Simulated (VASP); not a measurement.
# LaSbTe: structure and properties in VASP

Wanted: the relaxed cell of LaSbTe and its properties. The steps: relaxing cell and atoms (r2SCAN), density, ELF and potential (r2SCAN), bands along the symmetry lines (r2SCAN), total and projected DOS (r2SCAN), vibrations at Γ (r2SCAN) and independent-particle dielectric function (r2SCAN). The start is a computed cell from the Materials Project.

Method: r2SCAN; plane waves and PAW (La, Sb, Te), in VASP 6.6.1.

## Step 1: Set-up

Before any relaxation, the start is as follows. The structure is tetragonal, space group P4/nmm (No. 129). Conventional cell: a = 4.410 Å, b = 4.410 Å, c = 9.740 Å, α = 90.00°, β = 90.00°, γ = 90.00°. Nearest to La lie 5 Te at 3.25 to 3.41 Å and 4 Sb at 3.49 Å. Sb has 4 Sb at 3.12 Å and 4 La at 3.49 Å nearest. Nearest to Te lie 5 La at 3.25 to 3.41 Å. Farther neighbours and most contacts between anions are not listed.

## Step 2: Relaxing cell and atoms (r2SCAN)

Properties are meant for the cell that this level of theory prefers, so cell and atoms are relaxed first (ISIF = 3) until forces and stress are small; EDIFFG sets the threshold. r2SCAN adds the kinetic-energy density, costs more than a GGA and is run with LASPH.

The input, INCAR:

```
SYSTEM = LaSbTe
PREC = Accurate
ENCUT = 400
EDIFF = 1E-06
NELM = 100
ISMEAR = 0
SIGMA = 0.05
LREAL = .FALSE.
ALGO = Normal
METAGGA = R2SCAN
LASPH = .TRUE.
NBANDS = 28
LORBIT = 11
LWAVE = .FALSE.
LCHARG = .FALSE.
KPAR = 4
IBRION = 2
NSW = 60
ISIF = 3
EDIFFG = -0.01
```

The input, POSCAR:

```
LaSbTe
1.0
    4.4098685200      0.0000000000      0.0000000000
    0.0000000000      4.4098685200      0.0000000000
    0.0000000000      0.0000000000      9.7399771800
La Sb Te
2 2 2
Direct
    0.0000000000      0.5000000000      0.7223208200
    0.5000000000      0.0000000000      0.2776791800
    0.0000000000      0.0000000000      0.0000000000
    0.5000000000      0.5000000000      0.0000000000
    0.0000000000      0.5000000000      0.3725333800
    0.5000000000      0.0000000000      0.6274666200
```

The input, KPOINTS:

```
Automatic mesh
0
Gamma
5 5 2
0 0 0
```

Potentials, in the order of the species: La, Sb and Te (PBE family, release 64).

Started as:

```console
$ mpirun -np 4 vasp_std
```

Log:

```text
[banner, memory and clock lines left out]
running    4 mpi-ranks, on    1 nodes
 distrk:  each k-point on    1 cores,    4 groups
 distr:  one band on    1 cores,    1 groups

 POSCAR found type information on POSCAR LaSbTe
 POSCAR found :  3 types and       6 ions
|                                                                             |
|               ----> ADVICE to this user running VASP <----                  |
|                                                                             |
|     You enforced a specific xc type in the INCAR file but a different       |
|     [... a line on the potential file left out ...]
|     I HOPE YOU KNOW WHAT YOU ARE DOING!                                     |
|                                                                             |

 LDA part: xc-table for (None), standard interpolation
 POSCAR, INCAR and KPOINTS ok, starting setup
 FFT: planning ... GRIDC
 FFT: planning ... GRID_SOFT
 FFT: planning ... GRID
 WAVECAR not read
 entering main loop
       N       E                     dE             d eps       ncg     rms          rms(c)
DAV:   1     0.277963895459E+03    0.27796E+03   -0.13382E+04   672   0.146E+03
DAV:   2    -0.913749592692E+02   -0.36934E+03   -0.36174E+03   952   0.327E+02
DAV:   3    -0.172417419700E+03   -0.81042E+02   -0.79065E+02  1080   0.166E+02
DAV:   4    -0.178988908807E+03   -0.65715E+01   -0.65293E+01  1276   0.527E+01
DAV:   5    -0.179529274957E+03   -0.54037E+00   -0.53905E+00  1104   0.124E+01    0.713E+00
DAV:   6    -0.170419972192E+03    0.91093E+01   -0.44270E+00  1160   0.126E+01    0.482E+00
DAV:   7    -0.170484177392E+03   -0.64205E-01   -0.86052E-01  1240   0.514E+00    0.234E+00
DAV:   8    -0.170501523961E+03   -0.17347E-01   -0.10791E-01  1224   0.201E+00    0.107E+00
DAV:   9    -0.170508072114E+03   -0.65482E-02   -0.33102E-02  1304   0.118E+00    0.266E-01
DAV:  10    -0.170510212014E+03   -0.21399E-02   -0.16688E-02  1264   0.824E-01    0.239E-01
DAV:  11    -0.170508018977E+03    0.21930E-02   -0.55956E-03  1192   0.621E-01    0.135E-01
DAV:  12    -0.170508020469E+03   -0.14920E-05   -0.63921E-04  1288   0.135E-01    0.432E-02
DAV:  13    -0.170508049498E+03   -0.29028E-04   -0.11580E-04  1136   0.650E-02    0.188E-02
DAV:  14    -0.170508054315E+03   -0.48179E-05   -0.16396E-05  1264   0.309E-02    0.105E-02
DAV:  15    -0.170508055487E+03   -0.11719E-05   -0.12935E-05  1112   0.212E-02    0.552E-03
DAV:  16    -0.170508057163E+03   -0.16759E-05   -0.12010E-06   752   0.106E-02    0.147E-03
DAV:  17    -0.170508057168E+03   -0.51932E-08   -0.25325E-07   600   0.677E-03
   1 F= -.17050806E+03 E0= -.17050409E+03  d E =-.170508E+03
 curvature:   0.00 expect dE= 0.000E+00 dE for cont linesearch  0.000E+00
 trial: gam= 0.00000 g(F)=  0.150E-03 g(S)=  0.697E-02 ort = 0.000E+00 (trialstep = 0.100E+01)
 search vector abs. value=  0.712E-02
 bond charge predicted
       N       E                     dE             d eps       ncg     rms          rms(c)
DAV:   1    -0.170522594104E+03   -0.14537E-01   -0.77131E-01  1188   0.979E+00    0.680E-01
DAV:   2    -0.170513943142E+03    0.86510E-02   -0.42544E-02  1232   0.196E+00    0.342E-01
DAV:   3    -0.170511005593E+03    0.29375E-02   -0.11446E-02  1240   0.971E-01    0.100E-01
DAV:   4    -0.170510903864E+03    0.10173E-03   -0.97920E-04  1232   0.210E-01    0.556E-02
DAV:   5    -0.170510897269E+03    0.65951E-05   -0.22529E-04  1256   0.988E-02    0.512E-02
DAV:   6    -0.170510899957E+03   -0.26881E-05   -0.58455E-05  1280   0.484E-02    0.320E-02
DAV:   7    -0.170510893722E+03    0.62342E-05   -0.41449E-05  1248   0.417E-02    0.804E-03
DAV:   8    -0.170510894628E+03   -0.90561E-06   -0.44940E-06   896   0.155E-02
   2 F= -.17051089E+03 E0= -.17050754E+03  d E =-.283746E-02
[... from here on, the cycles between the ionic steps are left out ...]
   3 F= -.17051101E+03 E0= -.17050756E+03  d E =-.295768E-02
   4 F= -.17051260E+03 E0= -.17050941E+03  d E =-.158220E-02
   5 F= -.17051303E+03 E0= -.17051006E+03  d E =-.201532E-02
   6 F= -.17051303E+03 E0= -.17051008E+03  d E =-.201767E-02
   7 F= -.17051302E+03 E0= -.17051010E+03  d E =-.200985E-02
   8 F= -.17051303E+03 E0= -.17051009E+03  d E =-.201888E-02
   9 F= -.17051325E+03 E0= -.17051029E+03  d E =-.212891E-03
  10 F= -.17051331E+03 E0= -.17051034E+03  d E =-.273292E-03
  11 F= -.17051346E+03 E0= -.17051051E+03  d E =-.151409E-03
  12 F= -.17051356E+03 E0= -.17051065E+03  d E =-.253829E-03
  13 F= -.17051356E+03 E0= -.17051065E+03  d E =-.256342E-03
  14 F= -.17051364E+03 E0= -.17051074E+03  d E =-.751171E-04
  15 F= -.17051364E+03 E0= -.17051075E+03  d E =-.800806E-04
  16 F= -.17051365E+03 E0= -.17051076E+03  d E =-.825556E-04
 curvature:  -1.52 expect dE=-0.751E-04 dE for cont linesearch -0.173E-07
 trial: gam=-0.08298 g(F)=  0.487E-05 g(S)=  0.445E-04 ort =-0.248E-05 (trialstep = 0.854E+00)
 search vector abs. value=  0.535E-04
 bond charge predicted
       N       E                     dE             d eps       ncg     rms          rms(c)
DAV:   1    -0.170513714121E+03   -0.67861E-04   -0.35944E-03  1156   0.587E-01    0.459E-02
DAV:   2    -0.170513670698E+03    0.43424E-04   -0.20015E-04  1108   0.120E-01    0.237E-02
DAV:   3    -0.170513656824E+03    0.13873E-04   -0.46249E-05  1232   0.623E-02    0.873E-03
DAV:   4    -0.170513656918E+03   -0.93778E-07   -0.46378E-06   920   0.153E-02
  17 F= -.17051366E+03 E0= -.17051078E+03  d E =-.110043E-04
 trial-energy change:   -0.000011  1 .order   -0.000023   -0.000042   -0.000003
 step:   0.9310(harm=  0.9310)  dis= 0.00057  next Energy=  -170.513669 (dE=-0.231E-04)
 reached required accuracy - stopping structural energy minimisation
```

It took 9.3 min on 4 MPI ranks of Intel Xeon Platinum 8259CL at 2.50GHz (Skylake/Cascade Lake), shared host; peak memory 1.1 GiB; 37 min of CPU time.

Lines that name or quote the potential files are left out of all logs, and their timing lines are given in words.

From OUTCAR (step 2):

```text
ion  position               nearest neighbor table
   1  0.000  0.500  0.722-   6 3.25   6 3.25   6 3.25   6 3.25   5 3.41   3 3.49   4 3.49   4 3.49
                             3 3.49
   2  0.500  0.000  0.278-   5 3.25   5 3.25   5 3.25   5 3.25   6 3.41   3 3.49   3 3.49   4 3.49
                             4 3.49
   3  0.000  0.000  0.000-   4 3.12   4 3.12   4 3.12   4 3.12   2 3.49   2 3.49   1 3.49   1 3.49

  LATTYP: Found a simple tetragonal cell.
 ALAT       =     4.4098685200
 C/A-ratio  =     2.2086774551

 Subroutine GETGRP returns: Found 16 space group operations
 (whereof  8 operations were pure point group operations)

The static configuration has the point symmetry D_2d.
 The point group associated with its full space group is D_4h.

 Found     12 irreducible k-points:

   k-points           NKPTS =     12   k-points in BZ     NKDIM =     12   number of bands    NBANDS=     28

   dimension x,y,z NGX =    30 NGY =   30 NGZ =   64
   dimension x,y,z NGXF=    60 NGYF=   60 NGZF=  128

   ENCUT  =  400.0 eV  29.40 Ry    5.42 a.u.   7.19  7.19 15.88*2*pi/ulx,y,z

   NELECT =      44.0000    total number of electrons

 k-points in reciprocal lattice and weights: Automatic mesh
   0.00000000  0.00000000  0.00000000       0.020
   0.20000000  0.00000000  0.00000000       0.080
   0.40000000  0.00000000  0.00000000       0.080
   0.20000000  0.20000000  0.00000000       0.080
   0.40000000  0.20000000  0.00000000       0.160
   0.40000000  0.40000000  0.00000000       0.080
   0.00000000  0.00000000  0.50000000       0.020
   0.20000000  0.00000000  0.50000000       0.080
   0.40000000  0.00000000  0.50000000       0.080
   0.20000000  0.20000000  0.50000000       0.080
   0.40000000  0.20000000  0.50000000       0.160
   0.40000000  0.40000000  0.50000000       0.080

 average (electrostatic) potential at core
       1-102.7004       2-102.7004       3 -90.1715       4 -90.1715       5 -91.1992
       6 -91.1992

 E-fermi :   7.1029

 k-point     1 :       0.0000    0.0000    0.0000
  band No.  band energies     occupation
    ...
     17       5.3193      2.00000
     18       5.3193      2.00000
     19       6.4438      2.00000
     20       6.4969      2.00000
     21       6.4969      2.00000
     22       7.1696      0.05909
     23       7.7413      0.00000
     24       9.1608      0.00000
     25       9.3074      0.00000
     26       9.4383      0.00000
    ...

 k-point     2 :       0.2000    0.0000    0.0000
  band No.  band energies     occupation
    ...
     18       5.1832      2.00000
     19       5.3393      2.00000
     20       5.8994      2.00000
     21       6.6633      2.00000
     22       7.1091      0.86065
     23       8.5420      0.00000
     24       8.9274      0.00000
     25       8.9612      0.00000
     26       9.3374      0.00000
     27       9.3584      0.00000
    ...

 k-point     3 :       0.4000    0.0000    0.0000
  band No.  band energies     occupation
    ...
     18       5.2581      2.00000
     19       5.6299      2.00000
     20       6.2943      2.00000
     21       6.4130      2.00000
     22       6.4945      2.00000
     23       7.2463      0.00005
     24       7.9481      0.00000
     25       9.4208      0.00000
     26       9.4267      0.00000
     27       9.6263      0.00000
    ...

  Total        0.0219889      0.0219889     -0.0134004      0.0000000     -0.0000000      0.0000000
  in kB        0.1856455      0.1856455     -0.1131355      0.0000000     -0.0000000      0.0000000
  external PRESSURE =       0.0860519 kB  Pullay stress =       0.0000000 kB

  energy-cutoff  :      400.00
  volume of cell :      189.77
      direct lattice vectors                 reciprocal lattice vectors
     4.438095136 -0.000000000  0.000000000     0.225321894  0.000000000  0.000000000
    -0.000000000  4.438095136  0.000000000    -0.000000000  0.225321894  0.000000000
    -0.000000000 -0.000000000  9.634665525    -0.000000000 -0.000000000  0.103791875

 POSITION                                       TOTAL-FORCE (eV/Angst)
 -----------------------------------------------------------------------------------
     -0.00000      2.21905      6.96552        -0.000000     -0.000000      0.003369
      2.21905     -0.00000      2.66915         0.000000      0.000000     -0.003369
     -0.00000      0.00000      0.00000        -0.000000      0.000000     -0.000000
      2.21905      2.21905      0.00000        -0.000000     -0.000000     -0.000000
     -0.00000      2.21905      3.57896        -0.000000     -0.000000      0.002807
      2.21905     -0.00000      6.05570         0.000000      0.000000     -0.002807
 -----------------------------------------------------------------------------------
    total drift:                                0.000000      0.000000      0.000000

  FREE ENERGIE OF THE ION-ELECTRON SYSTEM (eV)
  ---------------------------------------------------
  free  energy   TOTEN  =      -170.5136569182 eV

  energy  without entropy=     -170.5079094887  energy(sigma->0) =     -170.51078320

 reached required accuracy - stopping structural energy minimisation

 total charge
# of ion       s       p       d       f       tot
--------------------------------------------------
    1        1.982   5.677   0.628   0.137   8.424
    2        1.982   5.677   0.628   0.137   8.424
    3        1.163   1.226   0.027   0.000   2.416
    4        1.163   1.226   0.027   0.000   2.416
    5        1.354   2.161   0.015   0.000   3.530
    6        1.354   2.161   0.015   0.000   3.530
--------------------------------------------------
tot          8.997  18.127   1.339   0.274  28.738

[... 3 further parts left out ...]
```

CONTCAR:

```
LaSbTe
   1.00000000000000
     4.4380951359863010   -0.0000000000000000    0.0000000000000000
    -0.0000000000000000    4.4380951359863010    0.0000000000000000
    -0.0000000000000000   -0.0000000000000000    9.6346655252626636
  La              Sb              Te
     2     2     2
Direct
     0.0000000000000000    0.5000000000000000    0.7229641278206063
     0.5000000000000000    0.0000000000000000    0.2770358721793936
     0.0000000000000000    0.0000000000000000    0.0000000000000000
     0.5000000000000000    0.5000000000000000    0.0000000000000000
     0.0000000000000000    0.5000000000000000    0.3714674415342063
     0.5000000000000000    0.0000000000000000    0.6285325584657937
```

The k-mesh is coarse for a metal. The PAW data sets were made with PBE, which is usual practice but a small mismatch for other functionals. The run keeps the 16 symmetry operations of its start, so it cannot find a distortion of lower symmetry.

Relaxation path:

```tsv
step	energy less that of the first step (eV)	largest force (eV/Å)	pressure (GPa)	volume (Å³)
1	0.0000	0.0327	0.32	189.41
2	-0.0028	0.0080	-0.27	191.13
3	-0.0030	0.0086	-0.18	190.85
4	-0.0045	0.0245	-0.10	190.40
5	-0.0050	0.0429	-0.04	190.06
6	-0.0050	0.0437	-0.04	190.03
7	-0.0050	0.0468	-0.03	189.98
8	-0.0050	0.0449	-0.03	190.01
9	-0.0052	0.0335	0.03	189.80
10	-0.0052	0.0269	0.07	189.67
11	-0.0054	0.0202	0.03	189.80
12	-0.0055	0.0050	-0.06	190.07
13	-0.0055	0.0071	-0.06	190.04
14	-0.0056	0.0033	-0.04	189.94
15	-0.0056	0.0040	-0.03	189.92
16	-0.0056	0.0071	-0.03	189.90
17	-0.0056	0.0034	0.01	189.77
```

```tsv
conventional cell, symmetrised	before	after	change
a (Å)	4.410	4.438	+0.6 %
b (Å)	4.410	4.438	+0.6 %
c (Å)	9.740	9.635	-1.1 %
volume (Å³/atom)	31.57	31.63	+0.2 %
```

The atoms that moved most (Å, as changes of fractional coordinates times the final cell):

```tsv
atom	dx	dy	dz	length
Te5	0.000	0.000	-0.010	0.010
Te6	0.000	0.000	0.010	0.010
La1	0.000	0.000	0.006	0.006
La2	0.000	0.000	-0.006	0.006
```

Final coordinates:

```
La Sb Te
1.0
     4.43810    0.00000    0.00000
     0.00000    4.43810    0.00000
     0.00000    0.00000    9.63467
La Sb Te
2 2 2
Direct
  0.00000 0.50000 0.72296
  0.50000 0.00000 0.27704
  0.00000 0.00000 0.00000
  0.50000 0.50000 0.00000
  0.00000 0.50000 0.37147
  0.50000 0.00000 0.62853
```

This step gave:

* electrons: 44
* bands: 28
* irreducible k-points: 12
* symmetry operations: 16
* free energy (TOTEN): -170.5137 eV
* energy at zero smearing: -170.5108 eV
* Fermi energy: 7.103 eV
* pressure: 0.008605 GPa
* metallic, judged on the points sampled: yes
* SCF cycles over all ionic steps: 106

It ends with a largest force of 0.003 eV/Å and a pressure of 0.01 GPa.

(Continued in part 2 of 5.)

[Lines on the potential files, build, host, timing and source positions are cut from VASP's logs without a mark.]

[Logs are printed without paths, hosts, clocks, repeated set-up lines and the standing remarks that a program may print on its own settings, such as how far it seeks lower states.]

[Hosts, paths, dates, database ids (printed as entryN), source tags and the programs' standing remarks are cut or masked in the printed files.]

[A measured line is paired with the nearest computed mode of its activity, which favours agreement.]

[In band tables of VASP the shares of atoms and orbitals are scaled to a sum of 1 inside the atoms' spheres.]
